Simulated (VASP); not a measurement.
Consider the following.

```yaml
crystal:
  lattice:
    - [-2.11830, 2.11830, 2.11830]
    - [2.11830, -2.11830, 2.11830]
    - [2.11830, 2.11830, -2.11830]
  atoms:
    - { symbol: Na, position: [0.00000, 0.00000, 0.00000] }
```

Method: r2SCAN meta-GGA, VASP's PBE PAW potentials (set 64) (plane waves; VASP). Numerical set-up: PREC = Normal, EDIFF = 1E-5, 400 eV cut-off, 14×14×14 Γ-centred mesh, first-order Methfessel-Paxton smearing of 0.10 eV, potentials Na_pv.

Task: Estimate the energy per atom (σ→0), band gap (on the k-mesh) with the smallest direct gap where there is one.

Result: 
```
Quantity                                                    Result
------------------------  ----------------------------------------
band gap (on the k-mesh)  none (metal, semimetal or under 0.01 eV)
energy per atom (σ→0)                               -3.559 eV/atom
```

Only differences to runs with the same potentials and settings are physical.

The compound is Na in the bcc structure. It was relaxed first.
